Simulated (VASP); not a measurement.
Wanted: the native input for a VASP 6.6.1 run.

```
Task                   : Born charges and dielectric tensor
Functional             : LDA
Potentials or basis    : VASP PAW LDA potentials, release 64 (Si, C)
Cutoff                 : 600 eV
k mesh                 : 14 × 14 × 14
Occupations            : gaussian, width 0.02 eV
Spin                   : no spin polarisation
Further INCAR settings : ALGO = Normal; EDIFF = 1e-08; IBRION = 8; NSW = 1
```

The structure of SiC lies in POSCAR:

```
SiC
1.0
    0.0000000000      2.1652800000      2.1652800000
    2.1652800000      0.0000000000      2.1652800000
    2.1652800000      2.1652800000      0.0000000000
Si C
1 1
Direct
    0.7500000000      0.7500000000      0.7500000000
    0.0000000000      0.0000000000      0.0000000000
```

The cell is a database's computed one.

The input as run:

INCAR

```
PREC = Accurate
ENCUT = 600
EDIFF = 1E-8
ISMEAR = 0
SIGMA = 0.02
LREAL = F
LASPH = T
NELM = 100
ALGO = Normal
ISIF = 2
LWAVE = F
LCHARG = F
LEPSILON = T
IBRION = 8
NSW = 1
```

KPOINTS

```
regular mesh
0
Gamma
  14 14 14
```

Potentials or basis: VASP PAW LDA potentials, release 64 (Si, C).

The run is started by

```bash
$ cat potpaw_LDA.64/Si/POTCAR potpaw_LDA.64/C/POTCAR > POTCAR
$ mpirun -np 1 vasp_std > vasp.out
```

It gave:

- Band gap on the k mesh: 1.29 eV, indirect (least direct gap 4.52 eV)
- Electronic dielectric tensor (diagonal): 6.94
- Born charges (mean of the diagonal): Si +2.71; C -2.71 e
- Highest phonon frequency at Γ, LO-TO splitting left out: 797 cm⁻¹

Wall time 4.3 min on 1 thread of AMD EPYC 9R45 (Zen 5), with other jobs on the host, peak memory 0.3 GiB.
